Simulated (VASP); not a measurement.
An input for Ansatz (written as the equivalent of a VASP run, and not itself run):

Ansatz 0.2 input:
```yaml
crystal:
  lattice:
    - [4.1959430, 2.0979710, 2.0979710]
    - [2.0979710, 4.1959430, 2.0979710]
    - [2.0979710, 2.0979710, 4.1959430]
  atoms:
    - { symbol: Ni, position: [0.0000000, 0.0000000, 0.0000000], spin: 2 }
    - { symbol: Ni, position: [0.5000000, 0.5000000, 0.5000000], spin: -2 }
    - { symbol: O, position: [0.2500000, 0.2500000, 0.2500000] }
    - { symbol: O, position: [0.7500000, 0.7500000, 0.7500000] }
kpoints:
  mp_grid: { grid: [7, 7, 7] }
hamiltonian:
  xc: pbe
  pseudopotentials: { kind: paw }
magnetization: { spin_polarized: true }
scf:
  occupations: { method: fermi_dirac, width: 0.05 }
  max_iter: 100
output: { forces: true, stress: true, eigenvalues: true }
```

Question: Translate this input to VASP (INCAR, KPOINTS, POSCAR, choice of POTCAR).

Answer: This is not unique; one that fits is 
**POSCAR**
```
NiO
8.3918860
  0.5000000000   0.2499999404   0.2499999404
  0.2499999404   0.5000000000   0.2499999404
  0.2499999404   0.2499999404   0.5000000000
Ni O
2 2
Cart
  0.0000000000   0.0000000000   0.0000000000
  0.4999999404   0.4999999404   0.4999999404
  0.2499999702   0.2499999702   0.2499999702
  0.7499999106   0.7499999106   0.7499999106
```

### KPOINTS
```
kpoints
0
gamma
 7 7 7
0 0 0
```

### INCAR
```
! general
SYSTEM  = NiO
PREC    = Accurate
ENCUT   = 400
LREAL   = .False.
LASPH   = .True.   ! aspherical one-centre terms

! electronic loop
EDIFF   = 1E-6   ! SCF stop (eV)
NELM    = 100   ! most electronic steps
ALGO    = Normal   ! blocked Davidson
LMAXMIX = 4

! smearing
ISMEAR  = -1
SIGMA   = 0.05   ! width (eV)

! functional
GGA     = PE

! spin
ISPIN   = 2   ! spin-polarised
MAGMOM  = 2.0 -2.0 0.0 0.0

! ions
ISIF    = 2

! output
LWAVE   = .False.
LCHARG  = .False.
LORBIT  = 11   ! lm-projected
```

POTCAR, in this order: Ni O (PBE.64 set). Program: vasp_std.

The two are equivalent in intent, not identical: each code has its own PAW files, so the cut-off isn't converted (ENCUT is set for VASP's; basis.ecutwfc is left out, and Ansatz then takes the one that its files recommend); Ansatz stops its SCF on the density residual and VASP on the energy change (EDIFF).

The structure is a typed NiO crystal. The cell was not relaxed at this level, and its volume differs by -5.9 % from the start's.
